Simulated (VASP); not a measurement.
Input for VASP

### INCAR
```
SYSTEM = TiAl
PREC = Accurate; ENCUT = 400; LREAL = .False.
LASPH = .True.
EDIFF = 1E-6; NELM = 100; ALGO = Normal
LMAXMIX = 4
ISMEAR = 1; SIGMA = 0.1
GGA = PE
LDAUL = 2 -1
LDAUU = 5.0 0
LDAUJ = 0 0
LDAU = .True.; LDAUTYPE = 2; LDAUPRINT = 1
ISIF = 2
LWAVE = .False.; LCHARG = .False.; LORBIT = 10
```

POSCAR:
```
TiAl
2.88660
  1.0000000000   0.0000000000   0.0000000000
  0.0000000000   1.0000000000   0.0000000000
  0.0000000000   0.0000000000   1.4381625442
Ti Al
1 1
Direct
  0.0000000000   0.0000000000   0.0000000000
  0.5000000000   0.5000000000   0.5000000000
```

File KPOINTS:
```
Automatic mesh
0
Gamma
11 11 8
0 0 0
```

POTCAR, in this order: Ti_sv Al (PBE.64 set). Program: vasp_std.

Q: Write an equivalent input for Quantum ESPRESSO's pw.x.

A: One equivalent input (not run):
```
&CONTROL
  calculation = 'scf'
  pseudo_dir = './pseudo'
  outdir = './out'
  tprnfor = .true.
  tstress = .true.
/
&SYSTEM
  ibrav = 0
  nat = 2
  ntyp = 2
  ecutwfc = 84
  occupations = 'smearing'
  smearing = 'methfessel-paxton'
  degauss = 0.00735
  input_dft = 'pbe'
/
&ELECTRONS
  conv_thr = 7.3e-08
  electron_maxstep = 100
/
ATOMIC_SPECIES
  Ti 47.867 Ti.upf
  Al 26.982 Al.upf
CELL_PARAMETERS angstrom
     2.8866000    0.0000000    0.0000000
     0.0000000    2.8866000    0.0000000
     0.0000000    0.0000000    4.1514000
ATOMIC_POSITIONS crystal
  Ti   0.0000000  0.0000000  0.0000000
  Al   0.5000000  0.5000000  0.5000000
K_POINTS automatic
  11 11 8 0 0 0
HUBBARD {ortho-atomic}
U Ti-3d 5
```
The two are equivalent in intent, not identical: the potentials are each code's own (VASP's PAW set, PseudoDojo norm-conserving files in pw.x), so ENCUT and ecutwfc are chosen apart and not converted; conv_thr bounds pw.x's estimated SCF error, while EDIFF bounds the energy change between steps; the +U projectors differ (PAW spheres against orthogonalised atomic orbitals), so the same U acts differently.

The compound is TiAl in the L1_0 structure. The cell was not relaxed at this level. The run is one of a series of settings (LDAU = .TRUE., LDAUJ = 0 0, LDAUL = 2 -1, LDAUTYPE = 2, LDAUU = 5.0 0 against the base run), some of them coarse on purpose.
